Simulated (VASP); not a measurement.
The system is Al3Si2F.

```xyz
6
Lattice="3.8248 0.0000 0.0000 -1.9124 3.3124 0.0000 0.0000 0.0000 7.3894" Properties=species:S:1:pos:R:3 pbc="T T T"
Al    1.9124    1.1041    3.6947
Al    0.0000    0.0000    5.5683
Al    0.0000    0.0000    1.8211
Si    0.0000    0.0000    0.0000
Si    1.9124    1.1041    0.0000
F     0.0000    0.0000    3.6947
```

The cell was built by a generator and needn't be a form met in nature.

- Program: VASP 6.6.1
- Task: relaxation of cell and atoms
- Functional: PBE
- Potentials or basis: VASP PAW PBE potentials, release 64 (Al, Si, F)
- Cutoff: 520 eV
- k mesh: 4 × 4 × 2
- Occupations: gaussian, width 0.15 eV
- Spin: no spin polarisation

At the start: pressure 42.8 GPa; volume 15.60 Å³/atom.

Q: Where does the relaxation end?

A: Over 10 steps the energy falls by 1108.7 meV/atom and the volume is 21.17 Å³/atom (+35.7 %); space group P-6m2 (No. 187, to 0.05 Å).

The path:
| step | energy change (eV) | largest force (eV/Å) | pressure (GPa) | volume (Å³) |
| --- | --- | --- | --- | --- |
| 1 | 0.0000 | 12.1792 | 42.79 | 93.62 |
| 2 | -4.9375 | 1.3921 | -3.97 | 157.25 |
| 3 | -6.1711 | 2.1798 | 4.82 | 121.41 |
| 4 | -6.1568 | 2.2176 | 3.70 | 123.48 |
| 5 | -6.1653 | 2.2060 | 4.14 | 122.47 |
| 6 | -6.4945 | 0.8669 | -1.57 | 132.37 |
| 7 | -6.4968 | 0.8154 | -1.65 | 133.05 |
| 8 | -6.5837 | 0.6220 | -0.74 | 129.88 |
| 9 | -6.6388 | 0.2422 | 0.90 | 125.35 |
| 10 | -6.6522 | 0.0642 | 0.21 | 127.00 |

Final structure:
```
CELL_PARAMETERS angstrom
3.98889 0.00000 0.00000
-1.99445 3.45448 0.00000
0.00000 0.00000 9.21682
ATOMIC_POSITIONS crystal
Al 0.66667 0.33333 0.50000
Al 0.00000 0.00000 0.72615
Al 0.00000 0.00000 0.27385
Si 0.00000 0.00000 0.00000
Si 0.66667 0.33333 0.00000
F 0.00000 0.00000 0.50000
```

Caveat: the k mesh is coarse (spacing up to 0.47 Å⁻¹), so the values aren't converged; the volume moved by over 15 % at a fixed basis, so the end points are rough.
